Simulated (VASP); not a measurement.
Consider the following.

```xyz
2
Lattice="0.0000 2.3639 2.3639 2.3639 0.0000 2.3639 2.3639 2.3639 0.0000" Properties=species:S:1:pos:R:3 pbc="T T T"
Zr     0.0000     0.0000     0.0000
C      2.3639     2.3639     2.3639
```

Computed with PBE GGA with D3 dispersion (zero damping), VASP's PBE PAW potentials (set 64) (plane waves; VASP). Settings: 520 eV cut-off, 13×13×13 Γ-centred mesh, first-order Methfessel-Paxton smearing of 0.10 eV, potentials Zr_sv C.

Problem. Give the stress tensor in GPa (positive for a compressed cell).

Solution. 
```
-6.51   0.00   0.00
 0.00  -6.51   0.00
 0.00   0.00  -6.51
```
The pressure is its mean diagonal, -6.51 GPa.

The compound is ZrC in the rock salt structure. This cell is one point of a volume scan, at 1.03 of the reference volume.
